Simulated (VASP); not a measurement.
OSZICAR of a VASP run on Nb:

File OSZICAR:
```
...
       N       E                     dE             d eps       ncg     rms          rms(c)
DAV:   1    -0.617494752964E+02    0.18689E+00   -0.83849E+01  1444   0.640E+01    0.219E+00
DAV:   2    -0.625626431276E+02   -0.81317E+00   -0.67842E+00  1904   0.173E+01    0.288E+00
DAV:   3    -0.621913598459E+02    0.37128E+00   -0.20614E+00  1982   0.947E+00    0.111E+00
DAV:   4    -0.621802507259E+02    0.11109E-01   -0.16208E-01  1876   0.273E+00    0.603E-01
DAV:   5    -0.621796166757E+02    0.63405E-03   -0.26220E-02  2378   0.113E+00    0.157E-01
DAV:   6    -0.621797269924E+02   -0.11032E-03   -0.33873E-03  1908   0.273E-01    0.721E-02
DAV:   7    -0.621797653890E+02   -0.38397E-04   -0.45754E-04  2228   0.132E-01    0.344E-02
DAV:   8    -0.621797695672E+02   -0.41781E-05   -0.70424E-05  1470   0.539E-02
   2 F= -.62179770E+02 E0= -.62180654E+02  d E =-.243399E+00
       N       E                     dE             d eps       ncg     rms          rms(c)
DAV:   1    -0.621443396622E+02    0.35426E-01   -0.14469E+01  1436   0.266E+01    0.939E-01
DAV:   2    -0.623072277958E+02   -0.16289E+00   -0.13303E+00  1928   0.766E+00    0.153E+00
DAV:   3    -0.622108716703E+02    0.96356E-01   -0.53128E-01  1982   0.453E+00    0.433E-01
DAV:   4    -0.622106665548E+02    0.20512E-03   -0.29555E-02  2016   0.111E+00    0.230E-01
DAV:   5    -0.622107597591E+02   -0.93204E-04   -0.43301E-03  2408   0.439E-01    0.794E-02
DAV:   6    -0.622107716365E+02   -0.11877E-04   -0.22306E-03  2210   0.290E-01    0.518E-02
DAV:   7    -0.622107052078E+02    0.66429E-04   -0.49720E-04  1936   0.141E-01    0.208E-02
DAV:   8    -0.622107110549E+02   -0.58471E-05   -0.27811E-05  1252   0.394E-02
   3 F= -.62210711E+02 E0= -.62210714E+02  d E =-.274341E+00
       N       E                     dE             d eps       ncg     rms          rms(c)
DAV:   1    -0.622065388198E+02    0.41664E-02   -0.13564E+00  1426   0.812E+00    0.276E-01
DAV:   2    -0.622223834969E+02   -0.15845E-01   -0.13063E-01  1936   0.234E+00    0.495E-01
DAV:   3    -0.622125980674E+02    0.97854E-02   -0.51466E-02  1980   0.133E+00    0.129E-01
DAV:   4    -0.622126485909E+02   -0.50524E-04   -0.25342E-03  2058   0.309E-01    0.711E-02
DAV:   5    -0.622126609891E+02   -0.12398E-04   -0.36505E-04  2292   0.132E-01    0.231E-02
DAV:   6    -0.622126612387E+02   -0.24957E-06   -0.17104E-04  2104   0.799E-02    0.144E-02
DAV:   7    -0.622126572799E+02    0.39587E-05   -0.39228E-05  1410   0.411E-02
   4 F= -.62212657E+02 E0= -.62212859E+02  d E =-.276287E+00
       N       E                     dE             d eps       ncg     rms          rms(c)
DAV:   1    -0.622069913396E+02    0.56699E-02   -0.31097E+00  1428   0.121E+01    0.316E-01
DAV:   2    -0.622251647405E+02   -0.18173E-01   -0.16880E-01  1538   0.296E+00    0.336E-01
DAV:   3    -0.622239453752E+02    0.12194E-02   -0.38689E-02  2050   0.113E+00    0.247E-01
DAV:   4    -0.622224278997E+02    0.15175E-02   -0.66695E-03  2298   0.472E-01    0.132E-01
DAV:   5    -0.622224396944E+02   -0.11795E-04   -0.17124E-03  2048   0.275E-01    0.803E-02
DAV:   6    -0.622223345472E+02    0.10515E-03   -0.12738E-03  2218   0.233E-01    0.227E-02
DAV:   7    -0.622223317239E+02    0.28234E-05   -0.15074E-04  2074   0.771E-02    0.140E-02
DAV:   8    -0.622223309613E+02    0.76256E-06   -0.13663E-05   960   0.356E-02
   5 F= -.62222331E+02 E0= -.62222635E+02  d E =-.967368E-02
       N       E                     dE             d eps       ncg     rms          rms(c)
DAV:   1    -0.622093329643E+02    0.12999E-01   -0.38701E+00  1428   0.135E+01    0.355E-01
DAV:   2    -0.622315916780E+02   -0.22259E-01   -0.20862E-01  1540   0.330E+00    0.363E-01
DAV:   3    -0.622306296654E+02    0.96201E-03   -0.47231E-02  2058   0.125E+00    0.280E-01
DAV:   4    -0.622286080217E+02    0.20216E-02   -0.86388E-03  2298   0.536E-01    0.148E-01
DAV:   5    -0.622286203833E+02   -0.12362E-04   -0.21332E-03  2016   0.308E-01    0.886E-02
DAV:   6    -0.622284914361E+02    0.12895E-03   -0.15632E-03  2188   0.261E-01    0.258E-02
DAV:   7    -0.622284880448E+02    0.33914E-05   -0.18635E-04  2136   0.856E-02    0.158E-02
DAV:   8    -0.622284871405E+02    0.90431E-06   -0.17871E-05  1000   0.392E-02
   6 F= -.62228487E+02 E0= -.62228796E+02  d E =-.158299E-01
       N       E                     dE             d eps       ncg     rms          rms(c)
DAV:   1    -0.621467199614E+02    0.81768E-01   -0.15505E+01  1428   0.270E+01    0.770E-01
DAV:   2    -0.622356095712E+02   -0.88890E-01   -0.85561E-01  1586   0.667E+00    0.699E-01
DAV:   3    -0.622365375806E+02   -0.92801E-03   -0.19055E-01  2056   0.256E+00    0.610E-01
DAV:   4    -0.622257285274E+02    0.10809E-01   -0.45316E-02  2330   0.119E+00    0.298E-01
DAV:   5    -0.622257914817E+02   -0.62954E-04   -0.92985E-03  2016   0.633E-01    0.175E-01
DAV:   6    -0.622252956898E+02    0.49579E-03   -0.59544E-03  2178   0.523E-01    0.546E-02
DAV:   7    -0.622252693215E+02    0.26368E-04   -0.75713E-04  2162   0.172E-01    0.306E-02
DAV:   8    -0.622252710740E+02   -0.17525E-05   -0.10483E-04  1960   0.737E-02    0.160E-02
DAV:   9    -0.622252738158E+02   -0.27418E-05   -0.11675E-05   988   0.269E-02
   7 F= -.62225274E+02 E0= -.62225414E+02  d E =-.126165E-01
       N       E                     dE             d eps       ncg     rms          rms(c)
DAV:   1    -0.621942860765E+02    0.30985E-01   -0.71334E+00  1412   0.183E+01    0.457E-01
DAV:   2    -0.622348941645E+02   -0.40608E-01   -0.38560E-01  1514   0.441E+00    0.475E-01
DAV:   3    -0.622331086754E+02    0.17855E-02   -0.84528E-02  2066   0.167E+00    0.379E-01
DAV:   4    -0.622300421860E+02    0.30665E-02   -0.12633E-02  2312   0.667E-01    0.229E-01
DAV:   5    -0.622300144388E+02    0.27747E-04   -0.32024E-03  2048   0.397E-01    0.129E-01
DAV:   6    -0.622297905068E+02    0.22393E-03   -0.32052E-03  2142   0.367E-01    0.407E-02
DAV:   7    -0.622297691298E+02    0.21377E-04   -0.48016E-04  2272   0.140E-01    0.251E-02
DAV:   8    -0.622297663514E+02    0.27784E-05   -0.62250E-05  1536   0.686E-02
   8 F= -.62229766E+02 E0= -.62230025E+02  d E =-.171091E-01
       N       E                     dE             d eps       ncg     rms          rms(c)
DAV:   1    -0.622207204080E+02    0.90487E-02   -0.33438E+00  1396   0.128E+01    0.340E-01
DAV:   2    -0.622413496599E+02   -0.20629E-01   -0.19241E-01  1640   0.322E+00    0.389E-01
DAV:   3    -0.622383647048E+02    0.29850E-02   -0.44036E-02  2008   0.128E+00    0.235E-01
DAV:   4    -0.622370283534E+02    0.13364E-02   -0.61284E-03  2316   0.479E-01    0.127E-01
DAV:   5    -0.622369786675E+02    0.49686E-04   -0.11891E-03  2170   0.250E-01    0.459E-02
DAV:   6    -0.622369672744E+02    0.11393E-04   -0.65340E-04  2280   0.166E-01    0.251E-02
DAV:   7    -0.622369541868E+02    0.13088E-04   -0.11583E-04  1840   0.717E-02    0.127E-02
DAV:   8    -0.622369553837E+02   -0.11969E-05   -0.12755E-05   854   0.341E-02
   9 F= -.62236955E+02 E0= -.62237414E+02  d E =-.718903E-02
       N       E                     dE             d eps       ncg     rms          rms(c)
DAV:   1    -0.622270515217E+02    0.99027E-02   -0.28159E+00  1396   0.118E+01    0.312E-01
DAV:   2    -0.622443967751E+02   -0.17345E-01   -0.16162E-01  1628   0.296E+00    0.357E-01
DAV:   3    -0.622418113017E+02    0.25855E-02   -0.37072E-02  2008   0.118E+00    0.214E-01
DAV:   4    -0.622407241056E+02    0.10872E-02   -0.50629E-03  2308   0.437E-01    0.117E-01
DAV:   5    -0.622406861410E+02    0.37965E-04   -0.98489E-04  2170   0.228E-01    0.426E-02
DAV:   6    -0.622406778997E+02    0.82413E-05   -0.55261E-04  2280   0.154E-01    0.231E-02
DAV:   7    -0.622406674668E+02    0.10433E-04   -0.97768E-05  1784   0.664E-02    0.116E-02
DAV:   8    -0.622406695237E+02   -0.20568E-05   -0.10911E-05   846   0.302E-02
  10 F= -.62240670E+02 E0= -.62241260E+02  d E =-.109032E-01
       N       E                     dE             d eps       ncg     rms          rms(c)
DAV:   1    -0.621841842808E+02    0.56483E-01   -0.11270E+01  1404   0.236E+01    0.661E-01
DAV:   2    -0.622518636361E+02   -0.67679E-01   -0.64214E-01  1644   0.593E+00    0.677E-01
DAV:   3    -0.622453327125E+02    0.65309E-02   -0.15108E-01  2008   0.236E+00    0.458E-01
DAV:   4    -0.622396250688E+02    0.57076E-02   -0.24768E-02  2322   0.962E-01    0.232E-01
DAV:   5    -0.622394853158E+02    0.13975E-03   -0.41412E-03  2210   0.472E-01    0.804E-02
DAV:   6    -0.622394539846E+02    0.31331E-04   -0.20142E-03  2304   0.297E-01    0.449E-02
DAV:   7    -0.622394158092E+02    0.38175E-04   -0.37415E-04  2138   0.128E-01    0.233E-02
DAV:   8    -0.622394210304E+02   -0.52212E-05   -0.42342E-05  1356   0.604E-02
  11 F= -.62239421E+02 E0= -.62240106E+02  d E =-.965468E-02
       N       E                     dE             d eps       ncg     rms          rms(c)
DAV:   1    -0.622184824174E+02    0.20933E-01   -0.47628E+00  1412   0.153E+01    0.387E-01
DAV:   2    -0.622478948336E+02   -0.29412E-01   -0.27321E-01  1624   0.384E+00    0.458E-01
DAV:   3    -0.622430842344E+02    0.48106E-02   -0.57970E-02  2024   0.156E+00    0.273E-01
DAV:   4    -0.622417089503E+02    0.13753E-02   -0.76770E-03  2300   0.530E-01    0.169E-01
DAV:   5    -0.622416608773E+02    0.48073E-04   -0.17159E-03  2074   0.302E-01    0.846E-02
DAV:   6    -0.622415861997E+02    0.74678E-04   -0.14397E-03  2200   0.257E-01    0.290E-02
DAV:   7    -0.622415761412E+02    0.10058E-04   -0.22084E-04  2418   0.969E-02    0.169E-02
DAV:   8    -0.622415756927E+02    0.44848E-06   -0.18851E-05   952   0.474E-02
  12 F= -.62241576E+02 E0= -.62242223E+02  d E =-.118093E-01
```

### Question
Which electronic solver shows in the log?

### Answer
It is blocked Davidson (ALGO = Normal, or the opening steps of other solvers). The INCAR had ALGO = Normal.

### Question
Can the final energy be trusted as converged?

### Answer
Self-consistency was reached. It stopped with EDIFF = 1E-5, NELM = 100, NSW = 50 and EDIFFG = -0.03 after 12 ionic steps (PBEsol GGA, plane waves, VASP's PBE PAW potentials (set 64)).

The cell is a thin slab with vacuum, built from Nb (bcc): (100) face.
